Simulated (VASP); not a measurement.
Level of theory: PBEsol GGA, VASP's PBE PAW potentials (set 64) (plane waves; VASP).

The input files of a VASP run:

File POSCAR:
```
Te2Mo
1
    3.4939236773     0.0000000000    -0.0000000000
   -1.7469618386     3.0258264865     0.0000000000
   -0.0000000000     0.0000000000    23.2334419086
Te Mo
4 2
Direct
  0.3333330000   0.6666670000   0.0719748447
  0.6666670000   0.3333330000   0.9280251553
  0.6666670000   0.3333330000   0.7726259673
  0.3333330000   0.6666670000   0.2273740327
  0.3333330000   0.6666670000   0.8502628126
  0.6666670000   0.3333330000   0.1497371874
```

INCAR:
```
IBRION = 2   # conjugate gradients
LMAXMIX = 4   # l cut-off of mixed one-centre charges
SIGMA = 0.05
PREC = Accurate
NSW = 60
EDIFF = 1E-6   # SCF stop (eV)
LREAL = .False.
GGA = PS   # PBEsol
EDIFFG = -0.02
LASPH = .True.   # aspherical one-centre terms
SYSTEM = Te2Mo
ISMEAR = 0
LWAVE = .False.
ENCUT = 400   # plane-wave cut-off (eV)
NELM = 100
LCHARG = .False.
ISIF = 3   # ions, shape and volume
ALGO = Normal   # blocked Davidson
```

**KPOINTS**
```
Automatic mesh
0
Gamma
7 7 1
0 0 0
```

POTCAR, in this order: Te Mo_sv (PBE.64 set). Program: vasp_std.

The cell holds a wide vacuum, so values per volume refer to the whole cell.

Predict the energy per atom (σ→0).

| Item | Result |
|---|---|
| energy per atom (σ→0) | -6.552 eV/atom |

### OSZICAR
```
...
       N       E                     dE             d eps       ncg     rms          rms(c)
DAV:   1    -0.393111830965E+02   -0.34272E-03   -0.19087E-02   503   0.101E+00    0.979E-02
DAV:   2    -0.393109847723E+02    0.19832E-03   -0.97205E-04   532   0.196E-01    0.456E-02
DAV:   3    -0.393109364313E+02    0.48341E-04   -0.13085E-04   617   0.545E-02    0.329E-02
DAV:   4    -0.393109303566E+02    0.60748E-05   -0.42379E-05   622   0.332E-02    0.233E-02
DAV:   5    -0.393109273291E+02    0.30275E-05   -0.69788E-06   524   0.123E-02    0.136E-02
DAV:   6    -0.393109263939E+02    0.93522E-06   -0.43715E-06   486   0.905E-03
   4 F= -.39310926E+02 E0= -.39310926E+02  d E =-.859011E-04
```

The cell is a sheet with vacuum, built from a database entry that may be metastable or hypothetical.
